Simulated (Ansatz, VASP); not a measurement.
## Mg2Cd3S2 in VASP and in Ansatz

```
Mg Cd S
1.0
    -1.81807    1.81807   12.11179
     1.81807   -1.81807   12.11179
     1.81807    1.81807  -12.11179
Mg Cd S
2 3 2
Cartesian
  0.0000 0.0000 4.8311
  0.0000 0.0000 19.3925
  0.0000 0.0000 13.7169
  0.0000 0.0000 10.5067
  0.0000 0.0000 0.0000
  0.0000 0.0000 16.7892
  0.0000 0.0000 7.4344
```

Alike in both runs: functional PBE; k mesh 6 × 6 × 6; occupations gaussian, width 0.2 eV; no spin polarisation.

Ansatz relaxed the structure, and its values are those at the end. VASP's run is a single point on that final structure, the one shown.

|  | VASP | Ansatz |
| --- | --- | --- |
| version | VASP 6.6.1 | Ansatz 0.2.0 |
| potentials or method | VASP PAW PBE potentials, release 64 (Mg, Cd, S) | scalar-relativistic, plane waves, PAW |
| plane-wave cutoff (eV) | 520 | 420 |
| valence electrons in the cell | 52 | 92 |

Ansatz gave:

| Quantity | Value |
| --- | --- |
| gap on the k mesh at the Fermi level (eV) | none |
| pressure (GPa) | -0.1 |
| rms of the force components (eV/Å) | 0.019 |

Question: Which values does VASP return?

Answer: gap on the k mesh at the Fermi level (eV): none; pressure (GPa): -0.1; rms of the force components (eV/Å): 0.024.

A gap of «none» marks a metal or a gap that the smearing closes. The two sets of potentials don't hold the same shells in valence.

Caveats: the k mesh is coarse (spacing up to 0.41 Å⁻¹), so the values aren't converged.
